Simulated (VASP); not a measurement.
Calculation: PBE GGA, VASP's PBE PAW potentials (set 64) (plane waves; VASP 6.6.1).

VASP input:

### POSCAR
```
TiSb
1.0
  4.6707090000   0.0000000000   0.0000000000
  0.0000000000   4.6707090000   0.0000000000
  0.0000000000   0.0000000000  16.7873680000
Ti Sb
2 2
direct
  0.5037380000   0.0117160000   0.5830400000
 -0.0162010000   0.4939050000   0.4135850000
  0.0033210000  -0.0006640000   0.5041090000
  0.5091420000   0.4950430000   0.4992660000
```

KPOINTS:
```
kpoints
0
Gamma
 3 3 1
0 0 0
```

### INCAR
```
ISMEAR  =  -1
LCHARG  =  .FALSE.
PREC  =  Accurate
LREAL  =  .FALSE.
SIGMA  =  0.136   ! width (eV)
ALGO  =  Normal   ! blocked Davidson
NELM  =  100   ! most electronic steps
LMAXMIX  =  4   ! l cut-off of mixed one-centre charges
SYSTEM  =  TiSb
LASPH  =  .TRUE.   ! aspherical one-centre terms
ISIF  =  2
GGA  =  PE
ENCUT  =  300
EDIFF  =  1E-6
LWAVE  =  .FALSE.
```

POTCAR, in this order: Ti_sv Sb (PBE.64 set). Program: vasp_std.

### Question
What will the output report for the number of irreducible k-points (NKPTS), largest plane-wave count, number of space-group operations, FFT grid (NGX, NGY, NGZ)?

### Answer

```json
{
  "number of irreducible k-points (NKPTS)": "5",
  "largest_plane_wave_count": "4359",
  "number_of_space_group_operations": "1",
  "FFT grid (NGX, NGY, NGZ)": "28 × 28 × 96"
}
```

The cell is a sheet with vacuum, built from a generated structure. VASP warned that the highest band is occupied, so more bands are needed.
